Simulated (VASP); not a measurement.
## In with and without spin-orbit coupling

Aim: run bands, DOS and a relaxation of In twice, without and with spin-orbit coupling. All runs use r2SCAN. Left out of this account: 1 further run (self-consistent run: a reference on another mesh). The start is a cell from a database of measured crystal structures.

Main program and level: VASP 6.6.1; r2SCAN; plane waves and PAW (In_d), in the first sound run; inputs show where later runs differ.

### Step 1. Set-up

The structure is tetragonal, space group I4/mmm (No. 139). Conventional cell: a = 3.251 Å, b = 3.251 Å, c = 4.947 Å, α = 90.00°, β = 90.00°, γ = 90.00°. Nearest to In lie 12 In at 3.25 to 3.38 Å.

### Step 2. Band structure (r2SCAN)

The mesh alone shows little of the dispersion and can miss band extrema, so KPOINTS_OPT adds a path through the symmetry points after the self-consistent cycle. r2SCAN adds the kinetic-energy density, costs more than a GGA and is run with LASPH.

Contents of INCAR:

```
SYSTEM = In
PREC = Accurate
ENCUT = 400
EDIFF = 1E-06
NELM = 100
ISMEAR = -1
SIGMA = 0.05
LREAL = .FALSE.
ALGO = Normal
METAGGA = R2SCAN
LASPH = .TRUE.
NBANDS = 17
LORBIT = 11
LWAVE = .FALSE.
LCHARG = .FALSE.
KPAR = 2
```

Contents of POSCAR:

```
In
1.0
   -1.6254700000      1.6254700000      2.4737000000
    1.6254700000     -1.6254700000      2.4737000000
    1.6254700000      1.6254700000     -2.4737000000
In
1
Direct
    0.0000000000      0.0000000000      0.0000000000
```

Contents of KPOINTS:

```
Automatic mesh
0
Gamma
14 14 14
0 0 0
```

Contents of KPOINTS_OPT:

```
Line mode
16
Line-mode
Reciprocal
  0.00000000   0.00000000   0.00000000 GAMMA
  0.00000000   0.00000000   0.50000000 X

  0.00000000   0.00000000   0.50000000 X
 -0.21589066   0.21589066   0.50000000 Y

 -0.21589066   0.21589066   0.50000000 Y
 -0.35794533   0.35794533   0.35794533 S

 -0.35794533   0.35794533   0.35794533 S
  0.00000000   0.00000000   0.00000000 GAMMA

  0.00000000   0.00000000   0.00000000 GAMMA
  0.50000000   0.50000000  -0.50000000 Z

  0.50000000   0.50000000  -0.50000000 Z
  0.35794533   0.64205467  -0.35794533 S1

  0.35794533   0.64205467  -0.35794533 S1
  0.00000000   0.50000000   0.00000000 N

  0.00000000   0.50000000   0.00000000 N
  0.25000000   0.25000000   0.25000000 P

  0.25000000   0.25000000   0.25000000 P
  0.50000000   0.50000000  -0.21589066 Y1

  0.50000000   0.50000000  -0.21589066 Y1
  0.50000000   0.50000000  -0.50000000 Z

  0.00000000   0.00000000   0.50000000 X
  0.25000000   0.25000000   0.25000000 P
```

PAW data sets: In_d (PBE family, release 64).

The run is started by

```bash
mpirun -np 2 vasp_std
```

Log:

```text
[banner, memory and clock lines left out]
running    2 mpi-ranks, on    1 nodes
 distrk:  each k-point on    1 cores,    2 groups
 distr:  one band on    1 cores,    1 groups

 POSCAR found type information on POSCAR In
 POSCAR found :  1 types and       1 ions
|                                                                             |
|               ----> ADVICE to this user running VASP <----                  |
|                                                                             |
|     You enforced a specific xc type in the INCAR file but a different       |
|     [... a line on the potential file left out ...]
|     I HOPE YOU KNOW WHAT YOU ARE DOING!                                     |
|                                                                             |

 LDA part: xc-table for (None), standard interpolation
 POSCAR, INCAR and KPOINTS ok, starting setup
 FFT: planning ... GRIDC
 FFT: planning ... GRID_SOFT
 FFT: planning ... GRID
 WAVECAR not read
 entering main loop
       N       E                     dE             d eps       ncg     rms          rms(c)
DAV:   1     0.585780748210E+02    0.58578E+02   -0.48014E+03  8740   0.824E+02
DAV:   2    -0.201657368017E+02   -0.78744E+02   -0.74822E+02  9329   0.230E+02
DAV:   3    -0.249747828757E+02   -0.48090E+01   -0.47901E+01 10626   0.532E+01
DAV:   4    -0.250684868513E+02   -0.93704E-01   -0.93651E-01 10622   0.714E+00
DAV:   5    -0.250722292473E+02   -0.37424E-02   -0.37421E-02 12088   0.132E+00    0.365E+00
DAV:   6    -0.225698291439E+02    0.25024E+01   -0.84936E-01 10550   0.157E+01    0.151E+00
DAV:   7    -0.225698452378E+02   -0.16094E-04   -0.15410E-02 11852   0.171E+00    0.104E+00
DAV:   8    -0.225768595932E+02   -0.70144E-02   -0.15707E-02 10556   0.126E+00    0.341E-01
DAV:   9    -0.225767652326E+02    0.94361E-04   -0.95988E-04 11789   0.237E-01    0.368E-01
DAV:  10    -0.225771490375E+02   -0.38380E-03   -0.19599E-04 13720   0.187E-01    0.299E-01
DAV:  11    -0.225762109299E+02    0.93811E-03   -0.18142E-03 12509   0.731E-01    0.119E+00
DAV:  12    -0.225763553420E+02   -0.14441E-03   -0.24846E-04 10993   0.166E-01    0.474E-01
DAV:  13    -0.225763765454E+02   -0.21203E-04   -0.37141E-05 13495   0.281E-02    0.280E-01
DAV:  14    -0.225763741739E+02    0.23715E-05   -0.23801E-05 12356   0.828E-02    0.354E-02
DAV:  15    -0.225763750512E+02   -0.87736E-06   -0.76200E-06 13138   0.455E-02
   1 F= -.22576375E+02 E0= -.22574795E+02  d E =-.316025E-02
 Start KPOINTS_OPT (optional k-point list driver)
k-point batch [1-176\176]
       N       E                     dE             ncg
DAV:   1     0.429521836741E+04   -0.69407E+05     6224
DAV:   2    -0.934471469186E+04   -0.13640E+05     6546
DAV:   3    -0.102290181608E+05   -0.88430E+03     7948
DAV:   4    -0.102453457043E+05   -0.16328E+02     8079
DAV:   5    -0.102459683755E+05   -0.62267E+00     9008
DAV:   6    -0.102459827628E+05   -0.14387E-01     8516
DAV:   7    -0.102459830166E+05   -0.25381E-03     8884
DAV:   8    -0.102459830192E+05   -0.25552E-05     6423
DAV:   9    -0.102459830195E+05   -0.27918E-06     6081
```

Run time: 2.2 min. Hardware: 2 MPI ranks of Intel Xeon Platinum 8488C (Sapphire Rapids), shared host; peak memory 0.43 GiB.

The logs omit lines about the potential files and the build; timing stands in the text.

From OUTCAR (step 2):

```text
ion  position               nearest neighbor table
   1  0.000  0.000  0.000-

  LATTYP: Found a body centered tetragonal cell.
 ALAT       =     3.2509400000
 C/A-ratio  =     1.5218367611

 Subroutine GETGRP returns: Found 16 space group operations
 (whereof 16 operations were pure point group operations)

The static configuration has the point symmetry D_4h.

 Found    244 irreducible k-points:

   k-points           NKPTS =    244   k-points in BZ     NKDIM =    244   number of bands    NBANDS=     17

   dimension x,y,z NGX =    24 NGY =   24 NGZ =   24
   dimension x,y,z NGXF=    48 NGYF=   48 NGZF=   48

   ENCUT  =  400.0 eV  29.40 Ry    5.42 a.u.   5.51  5.51  5.51*2*pi/ulx,y,z

   NELECT =      13.0000    total number of electrons

 k-points in reciprocal lattice and weights: Automatic mesh
   0.00000000  0.00000000  0.00000000       0.000
   0.07142857  0.00000000  0.00000000       0.003
   0.14285714  0.00000000 -0.00000000       0.003
   0.21428571  0.00000000 -0.00000000       0.003
   0.28571429  0.00000000  0.00000000       0.003
   0.35714286  0.00000000 -0.00000000       0.003
   0.42857143  0.00000000 -0.00000000       0.003
   0.50000000  0.00000000  0.00000000       0.001
   0.07142857  0.07142857 -0.00000000       0.003
[...]
-0.42857143 -0.42857143  0.42857143       0.001
   0.50000000  0.50000000  0.50000000       0.000

 average (electrostatic) potential at core
       1 -99.3961

 E-fermi :   7.5476

 k-point     1 :       0.0000    0.0000    0.0000
  band No.  band energies     occupation
    ...
      2      -7.7022      2.00000
      3      -7.7021      2.00000
      4      -7.6201      2.00000
      5      -7.5033      2.00000
      6      -2.5495      2.00000
      7      18.6567      0.00000
      8      18.6567      0.00000
      9      18.8784      0.00000
     10      19.6836      0.00000
     11      21.9853      0.00000
    ...

 k-point     2 :       0.0714    0.0000    0.0000
  band No.  band energies     occupation
    ...
      2      -7.7028      2.00000
      3      -7.6936      2.00000
      4      -7.6184      2.00000
      5      -7.5067      2.00000
      6      -2.4315      2.00000
      7      17.2078      0.00000
      8      18.4855      0.00000
      9      18.4994      0.00000
     10      19.5083      0.00000
     11      22.4569      0.00000
    ...

 k-point     3 :       0.1429    0.0000   -0.0000
  band No.  band energies     occupation
    ...
      2      -7.7079      2.00000
      3      -7.6726      2.00000
      4      -7.6050      2.00000
      5      -7.5134      2.00000
      6      -2.0746      2.00000
      7      14.6468      0.00000
      8      17.7930      0.00000
      9      18.1570      0.00000
     10      19.4668      0.00000
     11      21.9678      0.00000
    ...

  Total       -0.0051875     -0.0051875      0.0840573      0.0000000      0.0000000      0.0000000
  in kB       -0.3179089     -0.3179089      5.1513500      0.0000000      0.0000000      0.0000000
  external PRESSURE =       1.5051774 kB  Pullay stress =       0.0000000 kB

  energy-cutoff  :      400.00
  volume of cell :       26.14
      direct lattice vectors                 reciprocal lattice vectors
    -1.625470000  1.625470000  2.473700000     0.000000000  0.307603339  0.202126369
     1.625470000 -1.625470000  2.473700000     0.307603339  0.000000000  0.202126369
     1.625470000  1.625470000 -2.473700000     0.307603339  0.307603339  0.000000000

 POSITION                                       TOTAL-FORCE (eV/Angst)
 -----------------------------------------------------------------------------------
      0.00000      0.00000      0.00000         0.000000     -0.000000     -0.000000
 -----------------------------------------------------------------------------------
    total drift:                                0.000000      0.000000      0.000000

  FREE ENERGIE OF THE ION-ELECTRON SYSTEM (eV)
  ---------------------------------------------------
  free  energy   TOTEN  =       -22.5763750512 eV

  energy  without entropy=      -22.5732148001  energy(sigma->0) =      -22.57479493

 total charge
# of ion       s       p       d       tot
------------------------------------------
    1        0.990   0.528   9.848  11.366

[... 3 further parts left out ...]
```

This run has no spin polarisation. Its electron count is odd, so without a moment it is a metal by construction. Spin-orbit coupling is off here; with elements this heavy it splits and shifts levels by tenths of an eV or more. The PAW data sets were made with PBE, which is usual practice but a small mismatch for other functionals.

Numbers from this step:

* SCF cycles: 15
* electrons: 13
* bands: 17
* irreducible k-points: 244
* symmetry operations: 16
* free energy (TOTEN): -22.58 eV
* energy at zero smearing: -22.57 eV
* Fermi energy: 7.548 eV
* pressure: 0.1505 GPa
* metallic: yes

Electronic bands along the path, in eV, zero at the Fermi level; # counts the bands kept, so #1 is VASP's band 6:

```tsv
point	#1	#2	#3	#4
Γ	-10.10	11.11	11.11	11.33
0.53 of the way	-7.77	5.76	6.17	6.42
X	-2.24	-1.61	3.61	4.14
0.53 of the way	-1.71	-1.50	2.18	2.19
Y	-1.64	-0.43	0.02	1.41
0.47 of the way	-2.27	-0.99	-0.32	3.44
S	-2.58	-1.40	-0.60	6.43
0.47 of the way	-7.69	3.05	3.73	11.01
Γ	-10.10	11.11	11.11	11.33
0.53 of the way	-8.08	4.84	6.73	6.73
Z	-3.01	-2.95	4.93	4.93
0.53 of the way	-2.77	-2.50	2.04	5.37
S1	-2.58	-1.40	-0.60	6.43
0.53 of the way	-4.06	-3.00	3.90	8.23
N	-4.52	-3.64	7.91	9.65
0.47 of the way	-3.76	-2.66	4.82	5.88
P	-1.17	-0.23	-0.23	1.86
0.53 of the way	-1.85	-1.25	0.24	4.77
Y1	-1.64	-0.43	0.02	1.41
0.53 of the way	-2.64	-2.27	2.57	3.04
Z	-3.01	-2.95	4.93	4.93
jump to X	-2.24	-1.61	3.61	4.14
0.47 of the way	-1.78	-1.44	2.10	2.90
P	-1.17	-0.23	-0.23	1.86
```

The electronic bands as a text plot (rows in eV, shown from -8.0 to 1.4 only; labels by their first letter):

```
    1.2 |                *                                *
    0.8 |          *
    0.4 |                *                          *****       *
    0.0 |           *                *   **        *     *
   -0.4 |           *** *                          *
   -0.7 |       *    * *                            *   **      *
   -1.1 |          *  *                              ***        *
   -1.5 |        ****  *                  *       ****  * *  ***
   -1.9 |         *                   *  *       *    ** *    *
   -2.3 |        *   **                 *  *              ** *
   -2.7 |              *               ***        *        **
   -3.1 |       *                      *  * *   **          *
   -3.5 |                                  * ***
   -3.9 |               *             *         *
   -4.3 |                                   ** *
   -4.7 |      *                              *
   -5.1 |
   -5.5 |                *           *
   -5.8 |
   -6.2 |
   -6.6 |     *
   -7.0 |    *            *         *
   -7.4 |
   -7.8 |
         Γ      X   Y  S       Γ      Z  S    N    P    Y   Z|X P
```

There is no gap at this level.

(Part 1 of 4 ends here.)

[Lines on the potential files, build, host, timing and source positions are cut from VASP's logs without a mark.]

[Logs are printed without paths, hosts, clocks, repeated set-up lines and the standing remarks that a program may print on its own settings, such as how far it seeks lower states.]

[Hosts, paths, dates, database ids (printed as entryN), source tags and the programs' standing remarks are cut or masked in the printed files.]

[A measured line is paired with the nearest computed mode of its activity, which favours agreement.]
